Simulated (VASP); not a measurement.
Data:

```xyz
5
Lattice="-2.0953 2.0953 5.0540 2.0953 -2.0953 5.0540 2.0953 2.0953 -5.0540" Properties=species:S:1:pos:R:3 pbc="T T T"
Tb     2.0953     2.0953     5.0540
Ge     0.0000     0.0000     6.2561
Ge     2.0953     2.0953    -1.2021
Pd     0.0000     2.0953     2.5270
Pd     2.0953     0.0000     2.5270
```

Level of theory: PBEsol GGA, VASP's PBE PAW potentials (set 64) (plane waves; VASP). Settings: 480 eV cut-off, 10×10×10 Γ-centred mesh, first-order Methfessel-Paxton smearing of 0.10 eV, potentials Tb_3 Ge_d Pd.

The 4f electrons are frozen in the core of the lanthanide potential, so 4f levels, which can set the real gap, and their magnetism are missing.

Each row applies one change to this cell, which was relaxed at other settings and keeps the small stress of the first row; at a fixed cut-off the stress holds a Pulay part, so it need not integrate to ΔE exactly. Stress is in GPa, positive when the cell is compressed.

```tsv
change	ΔE (meV/atom)	σxx	σyy	σzz	largest shear component, with its sign (GPa)	largest force (eV/Å)
none	0.0	0.52	0.52	0.38	0.00	0.013
isotropic strain of -1.0 % with the ions relaxed	8.7	4.56	4.56	5.15	0.00	0.000
biaxial strain of +2.0 % in the xy plane	(withheld)	(withheld)	(withheld)	(withheld)	(withheld)	(withheld)
atom 5 (Pd) moved by 0.025 Å along z	0.3	0.79	0.22	0.36	0.00	0.139
atom 1 (Tb) moved by 0.200 Å along x	(withheld)	(withheld)	(withheld)	(withheld)	(withheld)	(withheld)
```

Q: Complete the blanks.

A: 
- biaxial strain of +2.0 % in the xy plane, ΔE (meV/atom): 10.0
- biaxial strain of +2.0 % in the xy plane, σxx: -4.93
- biaxial strain of +2.0 % in the xy plane, σyy: -4.93
- biaxial strain of +2.0 % in the xy plane, σzz: -3.34
- biaxial strain of +2.0 % in the xy plane, largest shear component, with its sign (GPa): 0.00
- biaxial strain of +2.0 % in the xy plane, largest force (eV/Å): 0.434
- atom 1 (Tb) moved by 0.200 Å along x, ΔE (meV/atom): 17.0
- atom 1 (Tb) moved by 0.200 Å along x, σxx: 0.98
- atom 1 (Tb) moved by 0.200 Å along x, σyy: 1.31
- atom 1 (Tb) moved by 0.200 Å along x, σzz: 1.07
- atom 1 (Tb) moved by 0.200 Å along x, largest shear component, with its sign (GPa): 0.00
- atom 1 (Tb) moved by 0.200 Å along x, largest force (eV/Å): 0.856

Failed runs are left out, and for metals the shear rows, which the mesh's noise covers.

The structure comes from a computed database's Pd2TbGe2 entry (I4/mmm); how it stands against other phases isn't given here. The electron count is odd and the run is not spin-polarised, which forces a metal.
